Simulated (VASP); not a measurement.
```xyz
8
Lattice="3.4317 0.0000 0.0000 -1.7159 2.9720 0.0000 0.0000 0.0000 11.6416" Properties=species:S:1:pos:R:3 pbc="T T T"
Y      0.0000     1.9813     1.4201
Y      1.7159     0.9907     7.2409
Y      1.7159     0.9907    10.2215
Y      0.0000     1.9813     4.4007
N      3.4317     0.0000     0.0000
N      3.4317     0.0000     5.8208
N      0.0000     1.9813     8.7312
N      1.7159     0.9907     2.9104
```

These are r2SCAN meta-GGA, VASP's PBE PAW potentials (set 64) (plane waves; VASP 6.6.1) values and carry that method's errors. Run with 520 eV cut-off, 8×8×3 Γ-centred mesh, tetrahedra with Blöchl corrections, potentials Y_sv N.

**Question.** Tabulate the total density of states (states/eV per cell) against energy (eV; zero at the valence-band maximum or, without a gap, the Fermi level).

**Answer.** 
(E (eV), DOS (states/eV)): (-9.99, 0.00); (-9.41, 0.00); (-8.84, 0.00); (-8.26, 0.00); (-7.68, 0.00); (-6.99, 0.00); (-6.41, 0.00); (-5.83, 0.00); (-5.25, 0.00); (-4.67, 0.00); (-4.10, 0.02); (-3.52, 3.27); (-2.83, 4.17); (-2.25, 12.2); (-1.67, 7.36); (-1.09, 6.37); (-0.51, 2.47); (0.06, 0.00); (0.64, 0.00); (1.22, 0.60); (1.80, 1.54); (2.49, 2.76); (3.07, 0.78); (3.65, 3.91); (4.22, 3.23)
Within 2 eV below the valence-band maximum the largest weight inside VASP's projection spheres is N p, then Y d.

The structure was generated: YN was put into the TiAs type (P6_3/mmc), which need not be its known phase. It was relaxed first, which changed the volume by +5 %.
